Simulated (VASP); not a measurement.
Input:

```
CELL_PARAMETERS angstrom
      0.00000     2.78242     2.78242
      2.78242     0.00000     2.78242
      2.78242     2.78242     0.00000
ATOMIC_POSITIONS crystal
  Ge 0.00000 0.00000 0.00000
  Ge 0.25000 0.25000 0.25000
```

Level of theory: vdW-DF-cx, VASP's PBE PAW potentials (set 64) (plane waves; VASP). Numerical set-up: 520 eV cut-off, 11×11×11 Γ-centred mesh, first-order Methfessel-Paxton smearing of 0.10 eV, potentials Ge_d.

Question: Give the stress tensor in GPa (positive for a compressed cell).

Answer: 
```
4.75  0.00  0.00
0.00  4.75  0.00
0.00  0.00  4.75
```
The pressure is its mean diagonal, 4.75 GPa.

The compound is Ge in the diamond structure. This cell is one point of a volume scan, at 0.94 of the reference volume.
